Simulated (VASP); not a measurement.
An input for Ansatz (written as the equivalent of a VASP run, and not itself run):

Ansatz 0.2 input:
```yaml
crystal:
  lattice:
    - [1.3377000, -2.3169640, 0.0000000]
    - [1.3377000, 2.3169640, 0.0000000]
    - [0.0000000, 0.0000000, 4.2336000]
  atoms:
    - { symbol: Os, position: [0.3333330, 0.6666670, 0.2500000] }
    - { symbol: Os, position: [0.6666670, 0.3333330, 0.7500000] }
kpoints:
  mp_grid: { grid: [13, 13, 7] }
hamiltonian:
  xc: pbe
  pseudopotentials: { kind: paw }
scf:
  occupations: { method: gaussian, width: 0.136 }
  max_iter: 100
output: { forces: true, stress: true, eigenvalues: true }
```

### Question
Translate this input to VASP (INCAR, KPOINTS, POSCAR, choice of POTCAR).

### Answer
Several could match; the one computed here: 
### KPOINTS
```
Automatic mesh
0
Gamma
13 13 7
0 0 0
```

File POSCAR:
```
Os
2.67540
  0.5000000000  -0.8660252672   0.0000000000
  0.5000000000   0.8660252672   0.0000000000
  0.0000000000   0.0000000000   1.5824175824
Os
2
Cart
  0.5000000000   0.2886756664   0.3956043956
  0.5000000000  -0.2886756664   1.1868131868
```

INCAR:
```
! general
SYSTEM  = Os
PREC    = Accurate
ENCUT   = 300   ! plane-wave cut-off (eV)
LREAL   = .False.
LASPH   = .True.   ! aspherical one-centre terms

! electronic loop
EDIFF   = 1E-6
NELM    = 100   ! most electronic steps
ALGO    = Normal
LMAXMIX = 6   ! l cut-off of mixed one-centre charges

! smearing
ISMEAR  = 0   ! Gaussian
SIGMA   = 0.136   ! width (eV)

! functional
GGA     = PE

! ions
ISIF    = 2

! output
LWAVE   = .False.
LCHARG  = .False.
```

POTCAR, in this order: Os (PBE.64 set). Program: vasp_std.

Limits of the translation: each code has its own PAW files, so the cut-off isn't converted (ENCUT is set for VASP's; basis.ecutwfc is left out, and Ansatz then takes the one that its files recommend); Ansatz stops its SCF on the density residual and VASP on the energy change (EDIFF).

The structure is a typed Os crystal (P6_3/mmc). The cell was not relaxed at this level, and its volume differs by -5.9 % from the start's.
